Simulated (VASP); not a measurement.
OSZICAR of a VASP run on Zn36NO35:

**OSZICAR**
```
...
DAV:   1     0.108398152954E+05    0.10840E+05   -0.24847E+05  1556   0.232E+03
DAV:   2     0.242445081033E+04   -0.84154E+04   -0.80395E+04  1556   0.670E+02
DAV:   3    -0.251163913438E+02   -0.24496E+04   -0.22852E+04  1606   0.283E+02
DAV:   4    -0.364540674518E+03   -0.33942E+03   -0.33174E+03  1728   0.114E+02
DAV:   5    -0.376931151218E+03   -0.12390E+02   -0.12293E+02  1720   0.215E+01    0.605E+01
RMM:   6    -0.317915730860E+03    0.59015E+02   -0.21508E+02  1556   0.220E+01    0.452E+01
RMM:   7    -0.318985401349E+03   -0.10697E+01   -0.33222E+01  1556   0.127E+01    0.182E+01
RMM:   8    -0.318606488326E+03    0.37891E+00   -0.53763E+00  1561   0.435E+00    0.124E+01
RMM:   9    -0.318562721501E+03    0.43767E-01   -0.18089E+00  1557   0.326E+00    0.229E+00
RMM:  10    -0.318562353980E+03    0.36752E-03   -0.51637E-01  1589   0.102E+00    0.120E+00
RMM:  11    -0.318566811480E+03   -0.44575E-02   -0.10927E-01  1600   0.516E-01    0.501E-01
RMM:  12    -0.318572197021E+03   -0.53855E-02   -0.32564E-02  1585   0.243E-01    0.517E-01
RMM:  13    -0.318573695503E+03   -0.14985E-02   -0.84006E-03  1581   0.151E-01    0.400E-01
RMM:  14    -0.318574133631E+03   -0.43813E-03   -0.48207E-03  1618   0.903E-02    0.319E-01
RMM:  15    -0.318574606198E+03   -0.47257E-03   -0.53034E-03  1615   0.980E-02    0.179E-01
RMM:  16    -0.318575267960E+03   -0.66176E-03   -0.14498E-03  1574   0.617E-02    0.176E-01
RMM:  17    -0.318575372589E+03   -0.10463E-03   -0.67652E-04  1565   0.365E-02    0.138E-01
RMM:  18    -0.318575369698E+03    0.28910E-05   -0.76881E-05  1190   0.133E-02
   1 F= -.31857537E+03 E0= -.31857352E+03  d E =-.318575E+03  mag=     1.0000
       N       E                     dE             d eps       ncg     rms          rms(c)
DAV:   1    -0.318643099846E+03   -0.67727E-01   -0.65462E+01  1736   0.147E+01    0.164E+00
RMM:   2    -0.318754336163E+03   -0.11124E+00   -0.11609E+00  1556   0.231E+00    0.127E+00
RMM:   3    -0.318761486469E+03   -0.71503E-02   -0.16599E-01  1556   0.864E-01    0.822E-01
RMM:   4    -0.318759416032E+03    0.20704E-02   -0.39138E-02  1634   0.397E-01    0.478E-01
RMM:   5    -0.318759238449E+03    0.17758E-03   -0.97914E-03  1568   0.204E-01    0.378E-01
RMM:   6    -0.318759769631E+03   -0.53118E-03   -0.22853E-03  1619   0.764E-02    0.383E-01
RMM:   7    -0.318759775368E+03   -0.57369E-05   -0.43914E-04  1553   0.347E-02    0.353E-01
RMM:   8    -0.318759650951E+03    0.12442E-03   -0.20280E-03  1644   0.600E-02    0.185E-01
RMM:   9    -0.318759531751E+03    0.11920E-03   -0.14906E-03  1667   0.569E-02    0.125E-01
RMM:  10    -0.318759640201E+03   -0.10845E-03   -0.24218E-04  1390   0.233E-02    0.991E-02
RMM:  11    -0.318759653495E+03   -0.13294E-04   -0.17824E-04  1322   0.161E-02    0.576E-02
RMM:  12    -0.318759658720E+03   -0.52256E-05   -0.75041E-05  1139   0.106E-02
   2 F= -.31875966E+03 E0= -.31875417E+03  d E =-.184289E+00  mag=     1.0000
       N       E                     dE             d eps       ncg     rms          rms(c)
DAV:   1    -0.318755303854E+03    0.43496E-02   -0.17495E+01  1704   0.757E+00    0.791E-01
RMM:   2    -0.318783825265E+03   -0.28521E-01   -0.30478E-01  1556   0.118E+00    0.593E-01
RMM:   3    -0.318785815825E+03   -0.19906E-02   -0.41097E-02  1558   0.429E-01    0.333E-01
RMM:   4    -0.318785732971E+03    0.82854E-04   -0.72785E-03  1630   0.187E-01    0.221E-01
RMM:   5    -0.318785611799E+03    0.12117E-03   -0.18945E-03  1567   0.910E-02    0.951E-02
RMM:   6    -0.318785646051E+03   -0.34252E-04   -0.54066E-04  1559   0.366E-02    0.550E-02
RMM:   7    -0.318785646792E+03   -0.74077E-06   -0.10007E-04  1365   0.211E-02    0.336E-02
RMM:   8    -0.318785651272E+03   -0.44805E-05   -0.40209E-05  1053   0.893E-03
   3 F= -.31878565E+03 E0= -.31877881E+03  d E =-.210282E+00  mag=     1.0000
       N       E                     dE             d eps       ncg     rms          rms(c)
DAV:   1    -0.318786418121E+03   -0.77133E-03   -0.96690E+00  1624   0.586E+00    0.594E-01
RMM:   2    -0.318804112780E+03   -0.17695E-01   -0.19098E-01  1556   0.910E-01    0.480E-01
RMM:   3    -0.318805318393E+03   -0.12056E-02   -0.24195E-02  1556   0.332E-01    0.273E-01
RMM:   4    -0.318805115813E+03    0.20258E-03   -0.33844E-03  1576   0.130E-01    0.208E-01
RMM:   5    -0.318804965224E+03    0.15059E-03   -0.11555E-03  1560   0.717E-02    0.919E-02
RMM:   6    -0.318805009038E+03   -0.43814E-04   -0.28735E-04  1548   0.324E-02    0.815E-02
RMM:   7    -0.318805009026E+03    0.11845E-07   -0.98006E-05  1264   0.157E-02
   4 F= -.31880501E+03 E0= -.31879721E+03  d E =-.193578E-01  mag=     1.0000
       N       E                     dE             d eps       ncg     rms          rms(c)
DAV:   1    -0.318804587718E+03    0.42132E-03   -0.63618E-01  1728   0.150E+00    0.169E-01
RMM:   2    -0.318805774335E+03   -0.11866E-02   -0.12733E-02  1556   0.237E-01    0.144E-01
RMM:   3    -0.318805860845E+03   -0.86510E-04   -0.16301E-03  1556   0.850E-02    0.912E-02
RMM:   4    -0.318805837759E+03    0.23086E-04   -0.29301E-04  1551   0.378E-02    0.674E-02
RMM:   5    -0.318805827367E+03    0.10392E-04   -0.93294E-05  1393   0.201E-02    0.361E-02
RMM:   6    -0.318805833210E+03   -0.58430E-05   -0.22574E-05   962   0.794E-03
   5 F= -.31880583E+03 E0= -.31879771E+03  d E =-.201819E-01  mag=     1.0000
       N       E                     dE             d eps       ncg     rms          rms(c)
DAV:   1    -0.318805483239E+03    0.34413E-03   -0.20468E+00  1640   0.268E+00    0.279E-01
RMM:   2    -0.318809746800E+03   -0.42636E-02   -0.45638E-02  1556   0.435E-01    0.213E-01
RMM:   3    -0.318810059002E+03   -0.31220E-03   -0.58788E-03  1556   0.161E-01    0.116E-01
RMM:   4    -0.318810028378E+03    0.30624E-04   -0.72607E-04  1565   0.590E-02    0.872E-02
RMM:   5    -0.318810002484E+03    0.25893E-04   -0.20269E-04  1518   0.312E-02    0.458E-02
RMM:   6    -0.318810008420E+03   -0.59355E-05   -0.63013E-05  1266   0.136E-02
   6 F= -.31881001E+03 E0= -.31880169E+03  d E =-.417521E-02  mag=     1.0000
       N       E                     dE             d eps       ncg     rms          rms(c)
DAV:   1    -0.318809085274E+03    0.91721E-03   -0.57909E-01  1672   0.143E+00    0.161E-01
RMM:   2    -0.318810299455E+03   -0.12142E-02   -0.13084E-02  1556   0.232E-01    0.123E-01
RMM:   3    -0.318810384809E+03   -0.85354E-04   -0.16826E-03  1556   0.862E-02    0.650E-02
RMM:   4    -0.318810378494E+03    0.63156E-05   -0.21483E-04  1527   0.322E-02    0.498E-02
RMM:   5    -0.318810371548E+03    0.69456E-05   -0.60288E-05  1253   0.164E-02
   7 F= -.31881037E+03 E0= -.31880186E+03  d E =-.453834E-02  mag=     1.0000
       N       E                     dE             d eps       ncg     rms          rms(c)
DAV:   1    -0.318810474315E+03   -0.95821E-04   -0.12118E+00  1656   0.208E+00    0.159E-01
RMM:   2    -0.318812106590E+03   -0.16323E-02   -0.17782E-02  1556   0.277E-01    0.103E-01
RMM:   3    -0.318812213978E+03   -0.10739E-03   -0.22536E-03  1556   0.101E-01    0.586E-02
RMM:   4    -0.318812203135E+03    0.10843E-04   -0.28576E-04  1561   0.387E-02    0.415E-02
RMM:   5    -0.318812194797E+03    0.83376E-05   -0.70331E-05  1374   0.191E-02
   8 F= -.31881219E+03 E0= -.31880356E+03  d E =-.182325E-02  mag=     1.0000
       N       E                     dE             d eps       ncg     rms          rms(c)
DAV:   1    -0.318811118246E+03    0.10849E-02   -0.10817E+00  1656   0.197E+00    0.153E-01
RMM:   2    -0.318812575257E+03   -0.14570E-02   -0.15893E-02  1556   0.261E-01    0.102E-01
RMM:   3    -0.318812668737E+03   -0.93480E-04   -0.20184E-03  1556   0.955E-02    0.566E-02
RMM:   4    -0.318812660240E+03    0.84974E-05   -0.25362E-04  1539   0.360E-02    0.391E-02
RMM:   5    -0.318812654866E+03    0.53731E-05   -0.62835E-05  1309   0.172E-02
   9 F= -.31881265E+03 E0= -.31880392E+03  d E =-.228332E-02  mag=     1.0000
       N       E                     dE             d eps       ncg     rms          rms(c)
DAV:   1    -0.318811717580E+03    0.94266E-03   -0.12722E+00  1656   0.214E+00    0.188E-01
RMM:   2    -0.318813870411E+03   -0.21528E-02   -0.23055E-02  1556   0.311E-01    0.137E-01
RMM:   3    -0.318813983780E+03   -0.11337E-03   -0.29693E-03  1557   0.115E-01    0.793E-02
RMM:   4    -0.318813953888E+03    0.29892E-04   -0.37075E-04  1558   0.411E-02    0.512E-02
RMM:   5    -0.318813959424E+03   -0.55356E-05   -0.79390E-05  1397   0.201E-02
  10 F= -.31881396E+03 E0= -.31880521E+03  d E =-.130456E-02  mag=     1.0000
       N       E                     dE             d eps       ncg     rms          rms(c)
DAV:   1    -0.318813548571E+03    0.40532E-03   -0.32135E-01  1680   0.107E+00    0.993E-02
RMM:   2    -0.318814071080E+03   -0.52251E-03   -0.57800E-03  1556   0.156E-01    0.749E-02
RMM:   3    -0.318814092088E+03   -0.21008E-04   -0.72762E-04  1556   0.577E-02    0.409E-02
RMM:   4    -0.318814084767E+03    0.73207E-05   -0.10160E-04  1459   0.224E-02    0.290E-02
RMM:   5    -0.318814081608E+03    0.31593E-05   -0.28889E-05  1033   0.121E-02
  11 F= -.31881408E+03 E0= -.31880535E+03  d E =-.142674E-02  mag=     1.0000
       N       E                     dE             d eps       ncg     rms          rms(c)
DAV:   1    -0.318813555057E+03    0.52971E-03   -0.88506E-01  1664   0.178E+00    0.138E-01
RMM:   2    -0.318814719116E+03   -0.11641E-02   -0.12415E-02  1556   0.232E-01    0.104E-01
RMM:   3    -0.318814796926E+03   -0.77810E-04   -0.15730E-03  1556   0.843E-02    0.641E-02
RMM:   4    -0.318814782940E+03    0.13986E-04   -0.21143E-04  1500   0.307E-02    0.468E-02
RMM:   5    -0.318814774714E+03    0.82262E-05   -0.58664E-05  1202   0.156E-02
  12 F= -.31881477E+03 E0= -.31880622E+03  d E =-.693106E-03  mag=     1.0000
```

Q: Which electronic solver shows in the log?

A: It is blocked Davidson (ALGO = Normal, or the opening steps of other solvers) and then RMM-DIIS (ALGO = Fast or VeryFast). The INCAR had ALGO = Fast.

Q: How was spin treated?

A: Collinear spin (ISPIN = 2): the summary line carries one mag value, 1.00 μB in the cell.

Q: Can the final energy be trusted as converged?

A: The run converged. It stopped with EDIFF = 1E-5, NELM = 100, NSW = 60 and EDIFFG = -0.03 after 12 ionic steps (PBE GGA, plane waves, VASP's PBE PAW potentials (set 64)).  The supercell is sampled at Γ alone, which is coarse: total energies, pressure and levels can be off, energies of defects by several tenths of an eV.

The cell is a supercell with a defect, built from ZnO (wurtzite): N_O. The total moment is imposed (NUPDOWN), so this need not be the lowest spin state.
